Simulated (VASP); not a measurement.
# MoI: relaxation of cell and atoms with PBE+U

Crystal: MoI.

```
CELL_PARAMETERS angstrom
0.00000 3.17885 3.17885
3.17885 0.00000 3.17885
3.17885 3.17885 0.00000
ATOMIC_POSITIONS crystal
Mo 0.00000 0.00000 0.00000
I 0.75000 0.75000 0.75000
```

The cell was built by a generator and needn't be a form met in nature.

```
Program                : VASP 6.6.1
Task                   : relaxation of cell and atoms
Functional             : PBE
Potentials or basis    : VASP PAW PBE potentials, release 64 (Mo_sv, I)
Cutoff                 : 600 eV
k mesh                 : 7 × 7 × 7
Occupations            : fermi-dirac, width 0.05 eV
Spin                   : no spin polarisation
Hubbard terms          : Mo d U = 3 eV
Further INCAR settings : ALGO = Normal; EDIFF = 1e-07; IBRION = 2; EDIFFG = -0.01; NSW = 60; ISIF = 3
```

```
Relaxed volume                         : 29.70 Å³/atom
Relaxed cell                           : a = 4.380 Å, b = 4.380 Å, c = 4.380 Å, α = 60.00°, β = 60.00°, γ = 60.00°
Space group after relaxing (to 0.05 Å) : F-43m (No. 216)
Energy gained by relaxing              : 31.9 meV/atom
Ionic steps                            : 3
Pressure after relaxing                : 0.0 GPa
Band gap on the k mesh                 : none (metal or under the smearing width)
```

The path:
| step | energy change (eV) | largest force (eV/Å) | pressure (GPa) | volume (Å³) |
| --- | --- | --- | --- | --- |
| 1 | 0.0000 | 0.0000 | -3.89 | 64.25 |
| 2 | -0.0481 | 0.0000 | 2.47 | 57.27 |
| 3 | -0.0639 | 0.0000 | 0.00 | 59.41 |

Final structure:
```
CELL_PARAMETERS angstrom
0.00000 3.09695 3.09695
3.09695 0.00000 3.09695
3.09695 3.09695 0.00000
ATOMIC_POSITIONS crystal
Mo 0.00000 0.00000 0.00000
I 0.75000 0.75000 0.75000
```

Levels at points of the mesh, in eV from the Fermi level:
```tsv
k point	band 8	band 9	band 10	band 11	band 12	band 13
(0.00, 0.00, 0.00)	-4.93	-1.03	-1.03	0.63	3.27	3.27
```

Eigenvalues of the final occupation matrices:
```tsv
site	spin	trace	eigenvalues
site 1 d	1	2.08	0.23 0.23 0.23 0.70 0.70
site 1 d	2	2.08	0.23 0.23 0.23 0.70 0.70
```

Run time: 30 s on 1 thread of Intel(R) Xeon(R) 6975P-C (Granite Rapids) (shared host), peak memory 0.22 GiB.

Caveat: an odd number of electrons without spin polarisation forces a metal; a magnetic or distorted state may lie lower; U without spin polarisation on a metal has little footing. The run has no spin-orbit coupling, so splittings on I are missing.
